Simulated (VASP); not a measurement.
Here is the system:

```
CELL_PARAMETERS angstrom
      5.07670     0.00000     0.00000
      0.00000     5.07670     0.00000
      0.00000     0.00000     5.07670
ATOMIC_POSITIONS crystal
  Cs 0.00000 0.00000 0.00000
  Pb 0.50000 0.50000 0.50000
  Br 0.50000 0.00000 0.50000
  Br 0.00000 0.50000 0.50000
  Br 0.50000 0.50000 0.00000
```

The numbers are results of PBE GGA, VASP's PBE PAW potentials (set 64) (plane waves; VASP), not measurements. Run with 500 eV cut-off, 6×6×6 Γ-centred mesh, first-order Methfessel-Paxton smearing of 0.10 eV, potentials Cs_sv Pb_d Br.

Unless said otherwise, spin-orbit coupling is left out, though it shifts the bands of the heavy elements here.

Question: Estimate the energy per atom (σ→0), pressure, band gap (on the k-mesh) with the smallest direct gap where there is one.

Answer: 
The band gap (on the k-mesh) is none (metal, semimetal or under 0.01 eV). The energy per atom (σ→0) comes out as -2.179 eV/atom. The pressure is 29.91 GPa.

The compound is CsPbBr3 in the cubic perovskite structure, the ideal cubic form; the compound distorts at low or room temperature. It was relaxed first under an external pressure of 30 GPa.
